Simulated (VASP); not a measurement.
Here is the system:

```yaml
crystal:
  lattice:
    - [0.00000, 2.62473, 2.62473]
    - [2.62473, 0.00000, 2.62473]
    - [2.62473, 2.62473, 0.00000]
  atoms:
    - { symbol: Al, position: [0.00000, 0.00000, 0.00000] }
    - { symbol: As, position: [0.50000, 0.50000, 0.50000] }
```

The numbers are results of PBEsol GGA, VASP's PBE PAW potentials (set 64) (plane waves; VASP), not measurements. Numerical set-up: 400 eV cut-off, 11×11×11 Γ-centred mesh, first-order Methfessel-Paxton smearing of 0.10 eV, potentials Al As.

What does the run give for the energy per atom (σ→0), band gap (on the k-mesh) with the smallest direct gap where there is one?

```
Property                                                    Result
------------------------  ----------------------------------------
band gap (on the k-mesh)  none (metal, semimetal or under 0.01 eV)
energy per atom (σ→0)                               -4832 meV/atom
```

Total energies compare only between runs with the same potentials, cut-off and functional.

The structure was generated: AlAs was put into the rock salt type (Fm-3m), which need not be its known phase. It was relaxed first. The start is the result of an earlier pass.
